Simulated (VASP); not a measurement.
Data:

```yaml
crystal:
  lattice:
    - [-1.60500, 1.60500, 3.91500]
    - [1.60500, -1.60500, 3.91500]
    - [1.60500, 1.60500, -3.91500]
  atoms:
    - { symbol: Si, position: [0.66500, 0.66500, 0.00000] }
    - { symbol: Si, position: [0.33500, 0.33500, 0.00000] }
    - { symbol: W, position: [0.00000, 0.00000, 0.00000] }
```

The numbers are results of PBE GGA, VASP's PBE PAW potentials (set 64) (plane waves; VASP 6.6.1), not measurements. Settings: EDIFF = 1E-2, 400 eV cut-off, 12×12×12 Γ-centred mesh, first-order Methfessel-Paxton smearing of 0.10 eV, potentials Si W_sv.

Unless said otherwise, spin-orbit coupling is left out, though it shifts the bands of the heavy elements here.

Q: Estimate the energy per atom (σ→0), pressure, largest force, band gap (on the k-mesh) with the smallest direct gap where there is one.

A: 
band gap (on the k-mesh): none (metal, semimetal or under 0.01 eV)
energy per atom (σ→0): -8.268 eV/atom
pressure: 4.20 GPa
largest force: 0.137 eV/Å

The compound is WSi2 in the MoSi2 type structure. The cell was not relaxed at this level. The run is one of a series of settings (EDIFF = 1E-2 against the base run), some of them coarse on purpose.
